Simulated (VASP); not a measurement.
# TaN: Cu into a neighbouring Ta vacancy

Aim: the barrier for one hop in TaN: Cu into a neighbouring Ta vacancy. The start is a cell from a database of measured crystal structures.

Main program and level: VASP 6.6.1; PBEsol; plane waves and PAW (Ta, N), in the first sound run; inputs show where later runs differ.

## Step 1: The host crystal

The structure is hexagonal, space group P-6m2 (No. 187). Conventional cell: a = 2.938 Å, b = 2.938 Å, c = 2.883 Å, α = 90.00°, β = 90.00°, γ = 120.00°. Nearest to Ta lie 6 N at 2.23 Å. N has 6 Ta at 2.23 Å nearest. Farther neighbours and most contacts between anions are not listed.

As a file:

```xyz
2
Lattice="2.9380 0.0000 0.0000 -1.4690 2.5444 0.0000 0.0000 0.0000 2.8830" Properties=species:S:1:pos:R:3 pbc="T T T"
Ta    0.0000    0.0000    1.4415
N     1.4690    0.8481    0.0000
```

## Step 2: Relax the host

First cell and atoms are relaxed at a raised cutoff, so that later runs start from this functional's own cell.

Contents of INCAR:

```
SYSTEM = TaN
PREC = Accurate
ENCUT = 520
EDIFF = 1E-06
NELM = 120
ISMEAR = 0
SIGMA = 0.1
LREAL = .FALSE.
ALGO = Normal
GGA = PS
NBANDS = 11
LASPH = .TRUE.
LORBIT = 11
LWAVE = .FALSE.
LCHARG = .FALSE.
KPAR = 6
IBRION = 2
NSW = 40
ISIF = 3
EDIFFG = -0.02
POTIM = 0.4
```

Contents of POSCAR:

```
TaN
1.0
    2.9380000000      0.0000000000      0.0000000000
   -1.4690000000      2.5443826363      0.0000000000
    0.0000000000      0.0000000000      2.8830000000
Ta N
1 1
Direct
    0.0000000000      0.0000000000      0.5000000000
    0.6666666667      0.3333333333      0.0000000000
```

Contents of KPOINTS:

```
Automatic mesh
0
Gamma
7 7 7
0 0 0
```

PAW data sets: Ta and N (PBE family, release 64).

Command:

```console
mpirun -np 6 vasp_std
```

Log:

```text
[banner, memory and clock lines left out]
running    6 mpi-ranks, on    1 nodes
 distrk:  each k-point on    1 cores,    6 groups
 distr:  one band on    1 cores,    1 groups

 POSCAR found type information on POSCAR TaN
 POSCAR found :  2 types and       2 ions
|                                                                             |
|           W    W    AA    RRRRR   N    N  II  N    N   GGGG   !!!           |
|           W    W   A  A   R    R  NN   N  II  NN   N  G    G  !!!           |
|           W    W  A    A  R    R  N N  N  II  N N  N  G       !!!           |
|           W WW W  AAAAAA  RRRRR   N  N N  II  N  N N  G  GGG   !            |
|           WW  WW  A    A  R   R   N   NN  II  N   NN  G    G                |
|           W    W  A    A  R    R  N    N  II  N    N   GGGG   !!!           |
|                                                                             |
|     For optimal performance we recommend to set                             |
|       NCORE = 2 up to number-of-cores-per-socket                            |
|     NCORE specifies how many cores store one orbital (NPAR=cpu/NCORE).      |
|     This setting can greatly improve the performance of VASP for DFT.       |
|     The default, NCORE=1 might be grossly inefficient on modern             |
|     multi-core architectures or massively parallel machines. Do your        |
|     Unfortunately you need to use the default for GW and RPA                |
|     calculations (for HF NCORE is supported but not extensively tested      |
|     yet).                                                                   |
|                                                                             |

|                                                                             |
|               ----> ADVICE to this user running VASP <----                  |
|                                                                             |
|     You enforced a specific xc type in the INCAR file but a different       |
|     [... a line on the potential file left out ...]
|     I HOPE YOU KNOW WHAT YOU ARE DOING!                                     |
|                                                                             |

 LDA part: xc-table for (Slater+PW92), standard interpolation
 POSCAR, INCAR and KPOINTS ok, starting setup
 FFT: planning ... GRIDC
 FFT: planning ... GRID_SOFT
 FFT: planning ... GRID
 WAVECAR not read
 entering main loop
       N       E                     dE             d eps       ncg     rms          rms(c)
DAV:   1     0.170234914912E+02    0.17023E+02   -0.52147E+03   712   0.829E+02
DAV:   2    -0.248108257650E+02   -0.41834E+02   -0.40281E+02   898   0.168E+02
DAV:   3    -0.262789699440E+02   -0.14681E+01   -0.14561E+01   825   0.315E+01
DAV:   4    -0.262841131604E+02   -0.51432E-02   -0.51427E-02   852   0.192E+00
DAV:   5    -0.262841328948E+02   -0.19734E-04   -0.19734E-04   826   0.985E-02    0.240E+01
DAV:   6    -0.241055157696E+02    0.21786E+01   -0.11358E+01   790   0.203E+01    0.107E+01
DAV:   7    -0.239632632598E+02    0.14225E+00   -0.52826E-01   833   0.643E+00    0.693E+00
DAV:   8    -0.239018111602E+02    0.61452E-01   -0.12126E-01   884   0.263E+00    0.108E+00
DAV:   9    -0.239003731882E+02    0.14380E-02   -0.59008E-03   841   0.561E-01    0.122E-01
DAV:  10    -0.239001355357E+02    0.23765E-03   -0.29525E-04   929   0.124E-01    0.552E-02
DAV:  11    -0.239001295549E+02    0.59809E-05   -0.32062E-05   856   0.394E-02    0.670E-03
DAV:  12    -0.239001292199E+02    0.33494E-06   -0.13122E-06   625   0.106E-02
   1 F= -.23900129E+02 E0= -.23900078E+02  d E =-.239001E+02
 curvature:   0.00 expect dE= 0.000E+00 dE for cont linesearch  0.000E+00
 trial: gam= 0.00000 g(F)=  0.957E-49 g(S)=  0.283E-01 ort = 0.000E+00 (trialstep = 0.100E+01)
 search vector abs. value=  0.283E-01
 bond charge predicted
       N       E                     dE             d eps       ncg     rms          rms(c)
DAV:   1    -0.239212042645E+02   -0.21075E-01   -0.10427E+00   728   0.854E+00    0.247E+00
DAV:   2    -0.238904404177E+02    0.30764E-01   -0.15203E-01   823   0.262E+00    0.158E+00
DAV:   3    -0.238876482229E+02    0.27922E-02   -0.10355E-02   860   0.885E-01    0.812E-01
DAV:   4    -0.238866350966E+02    0.10131E-02   -0.14647E-03   898   0.269E-01    0.592E-02
DAV:   5    -0.238866156712E+02    0.19425E-04   -0.10523E-04   824   0.730E-02    0.323E-02
DAV:   6    -0.238866164410E+02   -0.76978E-06   -0.10175E-05   912   0.263E-02    0.603E-03
DAV:   7    -0.238866156368E+02    0.80416E-06   -0.90018E-07   547   0.671E-03
   2 F= -.23886616E+02 E0= -.23886587E+02  d E =0.135136E-01
 trial-energy change:    0.013514  1 .order    0.014162   -0.028306    0.056631
 step:   0.3436(harm=  0.3333)  dis= 0.00000  next Energy=   -23.905019 (dE=-0.489E-02)
 bond charge predicted
       N       E                     dE             d eps       ncg     rms          rms(c)
DAV:   1    -0.239201293591E+02   -0.33513E-01   -0.44358E-01   722   0.548E+00    0.165E+00
DAV:   2    -0.239068527429E+02    0.13277E-01   -0.70754E-02   850   0.175E+00    0.104E+00
DAV:   3    -0.239055460197E+02    0.13067E-02   -0.50638E-03   887   0.596E-01    0.543E-01
DAV:   4    -0.239050908813E+02    0.45514E-03   -0.63520E-04   886   0.177E-01    0.386E-02
DAV:   5    -0.239050804340E+02    0.10447E-04   -0.43471E-05   806   0.457E-02    0.206E-02
DAV:   6    -0.239050790562E+02    0.13779E-05   -0.42852E-06   871   0.170E-02    0.459E-03
DAV:   7    -0.239050791829E+02   -0.12678E-06   -0.41259E-07   517   0.446E-03
   3 F= -.23905079E+02 E0= -.23905037E+02  d E =-.494996E-02
 curvature:  -0.17 expect dE=-0.517E-05 dE for cont linesearch -0.177E-06
 trial: gam=-0.00504 g(F)=  0.295E-47 g(S)=  0.310E-04 ort = 0.174E-03 (trialstep = 0.869E+00)
 search vector abs. value=  0.300E-04
 reached required accuracy - stopping structural energy minimisation
```

Run time: 13 s. Hardware: 6 MPI ranks of AMD EPYC 7R43, shared host; peak memory 0.7 GiB; 74 s of CPU time.

The logs omit lines about the potential files and the build; timing stands in the text.

Parts of OUTCAR (step 2):

```text
ion  position               nearest neighbor table
   1  0.000  0.000  0.500-   2 2.23   2 2.23   2 2.23   2 2.23   2 2.23   2 2.23
   2  0.667  0.333  0.000-   1 2.23   1 2.23   1 2.23   1 2.23   1 2.23   1 2.23

  LATTYP: Found a hexagonal cell.
 ALAT       =     2.9380000000
 C/A-ratio  =     0.9812797822

 Subroutine GETGRP returns: Found 12 space group operations
 (whereof 12 operations were pure point group operations)

The static configuration has the point symmetry D_3h.

 Found     32 irreducible k-points:

   k-points           NKPTS =     32   k-points in BZ     NKDIM =     32   number of bands    NBANDS=     11

   dimension x,y,z NGX =    24 NGY =   24 NGZ =   24
   dimension x,y,z NGXF=    48 NGYF=   48 NGZF=   48

   ENCUT  =  520.0 eV  38.22 Ry    6.18 a.u.   5.46  5.46  5.36*2*pi/ulx,y,z

   NELECT =      10.0000    total number of electrons

 k-points in reciprocal lattice and weights: Automatic mesh
   0.00000000  0.00000000  0.00000000       0.003
   0.14285714  0.00000000  0.00000000       0.017
   0.28571429  0.00000000  0.00000000       0.017
   0.42857143 -0.00000000  0.00000000       0.017
   0.14285714  0.14285714  0.00000000       0.017
   0.28571429  0.14285714  0.00000000       0.035
   0.42857143  0.14285714  0.00000000       0.017
   0.28571429  0.28571429  0.00000000       0.017
   0.00000000  0.00000000  0.14285714       0.006
[...]
0.42857143  0.14285714  0.42857143       0.035
   0.28571429  0.28571429  0.42857143       0.035

 average (electrostatic) potential at core
       1 -33.1662       2 -61.3563

 E-fermi :   8.5906

 k-point     1 :       0.0000    0.0000    0.0000
  band No.  band energies     occupation
      1      -9.3449      2.00000
      2       3.8670      2.00000
      3       3.8670      2.00000
      4       4.2001      2.00000
      5       5.5647      2.00000
      6      10.8088      0.00000
      7      12.1596      0.00000
      8      12.1596      0.00000
      9      12.5466      0.00000
     10      12.5466      0.00000
    ...

 k-point     2 :       0.1429    0.0000    0.0000
  band No.  band energies     occupation
      1      -8.9608      2.00000
      2       2.7972      2.00000
      3       4.1769      2.00000
      4       4.7288      2.00000
      5       5.0001      2.00000
      6      11.3276      0.00000
      7      12.2207      0.00000
      8      12.2441      0.00000
      9      12.3364      0.00000
     10      13.0448      0.00000
    ...

 k-point     3 :       0.2857    0.0000    0.0000
  band No.  band energies     occupation
      1      -8.0418      2.00000
      2       1.1972      2.00000
      3       3.9875      2.00000
      4       4.8149      2.00000
      5       5.3850      2.00000
      6      10.7541      0.00000
      7      11.8985      0.00000
      8      12.7684      0.00000
      9      13.6622      0.00000
     10      14.3791      0.00000
    ...

  Total       -0.0214889     -0.0214889      0.0261531      0.0000000      0.0000000     -0.0000000
  in kB       -1.6199104     -1.6199104      1.9715102      0.0000000      0.0000000     -0.0000000
  external PRESSURE =      -0.4227702 kB  Pullay stress =       0.0000000 kB

  energy-cutoff  :      520.00
  volume of cell :       21.25
      direct lattice vectors                 reciprocal lattice vectors
     2.924963771  0.000000000  0.000000000     0.341884576  0.197387152 -0.000000000
    -1.462481885  2.533092931  0.000000000     0.000000000  0.394774305 -0.000000000
     0.000000000  0.000000000  2.868552947     0.000000000 -0.000000000  0.348607824

 POSITION                                       TOTAL-FORCE (eV/Angst)
 -----------------------------------------------------------------------------------
      0.00000      0.00000      1.43428         0.000000     -0.000000      0.000000
      1.46248      0.84436      2.86855        -0.000000      0.000000      0.000000
 -----------------------------------------------------------------------------------
    total drift:                               -0.000000      0.000000      0.000000

  FREE ENERGIE OF THE ION-ELECTRON SYSTEM (eV)
  ---------------------------------------------------
  free  energy   TOTEN  =       -23.9050791829 eV

  energy  without entropy=      -23.9049938822  energy(sigma->0) =      -23.90503653

 reached required accuracy - stopping structural energy minimisation

 total charge
# of ion       s       p       d       tot
------------------------------------------
    1        0.582   1.002   3.683   5.267
    2        1.222   2.498   0.000   3.721
--------------------------------------------------
tot          1.804   3.500   3.683   8.987

[... 3 further parts left out ...]
```

CONTCAR:

```
TaN
   1.00000000000000
     2.9249637709592959    0.0000000000000000    0.0000000000000000
    -1.4624818854796480    2.5330929307814465    0.0000000000000000
     0.0000000000000000    0.0000000000000000    2.8685529467487694
  Ta              N
     1     1
Direct
     0.0000000000000000    0.0000000000000000    0.5000000000000000
     0.6666666667000030    0.3333333332999970    1.0000000000000000
```

The k-mesh is coarse for a metal. The PAW data sets were made with PBE, which is usual practice but a small mismatch for other functionals. The data set Ta keeps the semicore shell frozen, which is cheaper and a little less accurate. The run keeps the 12 symmetry operations of its start, so it cannot find a distortion of lower symmetry.

The steps of the relaxation:

```tsv
step	energy less that of the first step (eV)	largest force (eV/Å)	pressure (GPa)	volume (Å³)
1	0.0000	0.0000	-5.19	21.55
2	0.0135	0.0000	10.78	20.69
3	-0.0050	0.0000	-0.04	21.25
```

```tsv
conventional cell, symmetrised	before	after	change
a (Å)	2.938	2.925	-0.4 %
b (Å)	2.938	2.925	-0.4 %
c (Å)	2.883	2.869	-0.5 %
volume (Å³/atom)	10.78	10.63	-1.4 %
```

The relaxed structure:

```cif
data_structure
_symmetry_space_group_name_H-M 'P 1'
_symmetry_Int_Tables_number 1
_cell_length_a 2.9250
_cell_length_b 2.9250
_cell_length_c 2.8686
_cell_angle_alpha 90.000
_cell_angle_beta 90.000
_cell_angle_gamma 120.000
_cell_volume 21.25
loop_
_atom_site_label
_atom_site_type_symbol
_atom_site_fract_x
_atom_site_fract_y
_atom_site_fract_z
_atom_site_occupancy
Ta1 Ta 0.00000 0.00000 0.50000 1
N2 N 0.66667 0.33333 0.00000 1
```

Numbers from this step:

```yaml
electronic_cycles: 26
electrons: 10
free_energy_toten: -23.91 eV
fermi_energy: 8.591 eV
labelled_metallic_from_the_levels_on_this_mesh: yes
```

The run ended after 3 ionic steps, 0.005 eV below its first step, once forces and stress met EDIFFG = -0.02.

## Step 3: Relax the start

This step: PBEsol, no spin polarisation; plane waves and PAW (Cu, Ta, N) (VASP 6.6.1).

System of this step: Ta25CuN27. The cell holds 53 atoms: 1 Cu, 25 Ta and 27 N. Its edges and angles: a = 8.775 Å, b = 8.775 Å, c = 8.606 Å, α = 90.0°, β = 90.0°, γ = 120.0°. It derives from TaN. Nearest the centre at fractional (0.000, 0.000, 0.333): Cu1 at 1.44 Å, N28 at 1.68 Å, N52 at 1.70 Å, N46 at 1.70 Å, Ta9 at 3.21 Å, Ta13 at 3.23 Å, Ta24 at 3.24 Å, Ta19 at 3.25 Å.

A path needs two true minima; the start is relaxed with symmetry off.

Contents of INCAR:

```
SYSTEM = Ta25CuN27
PREC = Normal
ENCUT = 400
EDIFF = 1E-05
NELM = 120
ISMEAR = 1
SIGMA = 0.15
LREAL = Auto
ALGO = Fast
GGA = PS
NBANDS = 174
LASPH = .TRUE.
LORBIT = 11
LWAVE = .FALSE.
LCHARG = .FALSE.
KPAR = 6
IBRION = 2
NSW = 60
ISIF = 2
EDIFFG = -0.05
POTIM = 0.4
MAXMIX = 40
ISYM = 0
```

Contents of POSCAR:

```
Ta25CuN27
1.0
    8.7748913130      0.0000000000      0.0000000000
   -4.3874456565      7.5992787924      0.0000000000
    0.0000000000      0.0000000000      8.6056588401
Cu Ta N
1 25 27
Direct
    0.0018688451      0.0021623582      0.5007679530
   -0.0017788249      0.0023827416      0.8343707311
   -0.0004591385      0.3348627366      0.1675139520
    0.0007077970      0.3334081358      0.5012705895
   -0.0018929242      0.3329045822      0.8322128629
    0.0014171794      0.6667712085      0.1659869820
   -0.0021205926      0.6659897808      0.5000189229
    0.0010747146      0.6700724210      0.8356730131
    0.3246681894     -0.0049715593      0.1662604872
    0.3326521999      0.0005622718      0.5005050675
    0.3366970519     -0.0029266482      0.8324557596
    0.3388402864      0.3350353448      0.1682076606
    0.3299930685      0.3289958818      0.5003891968
    0.3319667114      0.3301031529      0.8317454789
    0.3319259169      0.6641802423      0.1664382822
    0.3335977896      0.6667603236      0.4988233518
    0.3358593214      0.6690120655      0.8340790015
    0.6657645231      0.0019255835      0.1655012939
    0.6672600960     -0.0028207609      0.5021252695
    0.6649776909     -0.0032864932      0.8326038146
    0.6671489483      0.3340512734      0.1643840103
    0.6644053444      0.3338586056      0.4989152495
    0.6682029009      0.3353322586      0.8295014655
    0.6688580064      0.6698897277      0.1659751988
    0.6658085218      0.6686464436      0.5005890229
    0.6682543164      0.6657581181      0.8298895103
    0.2213848106      0.1099377678      0.0018018930
    0.2205174982      0.1068189953      0.3305557120
    0.2251310937      0.1129001362      0.6651787077
    0.2228061684      0.4456171177      0.0010885961
    0.2245568933      0.4451194706      0.3331129473
    0.2230215149      0.4472229786      0.6614355640
    0.2219496201      0.7778646284     -0.0033125853
    0.2221237511      0.7760637177      0.3353377000
    0.2228165172      0.7795388745      0.6694993228
    0.5552759664      0.1088063631     -0.0035193555
    0.5594054712      0.1108182091      0.3317330724
    0.5556324698      0.1106073493      0.6686470898
    0.5556509790      0.4444806309     -0.0016607205
    0.5552653295      0.4417234843      0.3348808951
    0.5570226042      0.4404317319      0.6609350213
    0.5603143798      0.7844834084     -0.0023262016
    0.5534799643      0.7793278431      0.3313794525
    0.5539441141      0.7768615923      0.6679030673
    0.8883307814      0.1118424511     -0.0004102725
    0.8865428248      0.1102693832      0.3311245549
    0.8874248264      0.1081532877      0.6641267232
    0.8921396548      0.4443044726     -0.0001252711
    0.8895009865      0.4433368209      0.3328022052
    0.8902295359      0.4451877145      0.6639724006
    0.8900113070      0.7762238542     -0.0024543826
    0.8863225744      0.7767499294      0.3371152640
    0.8864202178      0.7781990701      0.6616982514
```

Contents of KPOINTS:

```
Automatic mesh
0
Gamma
3 3 2
0 0 0
```

PAW data sets: Cu, Ta and N (PBE family, release 64).

Command:

```console
mpirun -np 6 vasp_std
```

Log:

```text
[banner, memory and clock lines left out]
running    6 mpi-ranks, on    1 nodes
[...]
[... a notice as in an earlier step ...]

 [... a notice as in an earlier step ...]

 LDA part: xc-table for (Slater+PW92), standard interpolation
 POSCAR, INCAR and KPOINTS ok, starting setup
[...]
entering main loop
       N       E                     dE             d eps       ncg     rms          rms(c)
DAV:   1     0.137122567968E+04    0.13712E+04   -0.10672E+05  3480   0.120E+03
DAV:   2    -0.458435662923E+03   -0.18297E+04   -0.17117E+04  4076   0.299E+02
DAV:   3    -0.671832161529E+03   -0.21340E+03   -0.20493E+03  4630   0.104E+02
DAV:   4    -0.684351801301E+03   -0.12520E+02   -0.12286E+02  5512   0.294E+01
[...]
RMM:  21    -0.613858523297E+03   -0.70061E-04   -0.78629E-04  3897   0.506E-02    0.355E-02
RMM:  22    -0.613858539396E+03   -0.16099E-04   -0.32275E-04  3297   0.286E-02    0.702E-03
RMM:  23    -0.613858546651E+03   -0.72547E-05   -0.44948E-05  2521   0.142E-02
   1 F= -.61385855E+03 E0= -.61384845E+03  d E =-.613859E+03
[... from here on, the cycles between the ionic steps are left out ...]
   2 F= -.61540825E+03 E0= -.61539611E+03  d E =-.154970E+01
   3 F= -.61545644E+03 E0= -.61544533E+03  d E =-.159789E+01
   4 F= -.61584025E+03 E0= -.61583249E+03  d E =-.383807E+00
   5 F= -.61587264E+03 E0= -.61586619E+03  d E =-.416202E+00
   6 F= -.61595508E+03 E0= -.61594901E+03  d E =-.824342E-01
   7 F= -.61595658E+03 E0= -.61595054E+03  d E =-.839391E-01
   8 F= -.61601191E+03 E0= -.61600568E+03  d E =-.553322E-01
   9 F= -.61603966E+03 E0= -.61603253E+03  d E =-.830833E-01
  10 F= -.61607760E+03 E0= -.61606977E+03  d E =-.379308E-01
  11 F= -.61617828E+03 E0= -.61616799E+03  d E =-.138618E+00
  12 F= -.61629876E+03 E0= -.61628478E+03  d E =-.259091E+00
  13 F= -.61630554E+03 E0= -.61629098E+03  d E =-.265871E+00
  14 F= -.61634161E+03 E0= -.61632674E+03  d E =-.360719E-01
  15 F= -.61640988E+03 E0= -.61639546E+03  d E =-.104345E+00
  16 F= -.61639409E+03 E0= -.61638333E+03  d E =-.885546E-01
  17 F= -.61641992E+03 E0= -.61640725E+03  d E =-.114386E+00
  18 F= -.61647875E+03 E0= -.61646680E+03  d E =-.588241E-01
  19 F= -.61655349E+03 E0= -.61654460E+03  d E =-.133571E+00
[...]
hard stop encountered!  aborting job ...
[...]
|     The electronic self-consistency was not achieved in the given           |
[...]
soft stop encountered!  aborting job ...
  20 F= -.61657304E+03 E0= -.61656444E+03  d E =-.257979E-01
 deleting file STOPCAR
```

Elapsed: 59 min, on 6 MPI ranks; peak memory 4.3 GiB.

The stop cut the electronic loop of the last step short, so that step is set aside; the step before it may be unsound too where the loop had begun to diverge.

The run met its time limit with a largest force of 0.33 eV/Å at its last finished step, so it is continued.

(Continued in part 2 of 6.)

[Lines on the potential files, build, host, timing and source positions are cut from VASP's logs without a mark.]

[Logs are printed without paths, hosts, clocks, repeated set-up lines and the standing remarks that a program may print on its own settings, such as how far it seeks lower states.]

[Hosts, paths, dates, database ids (printed as entryN), source tags and the programs' standing remarks are cut or masked in the printed files.]

[Runs that stopped without an error message from VASP are left out.]
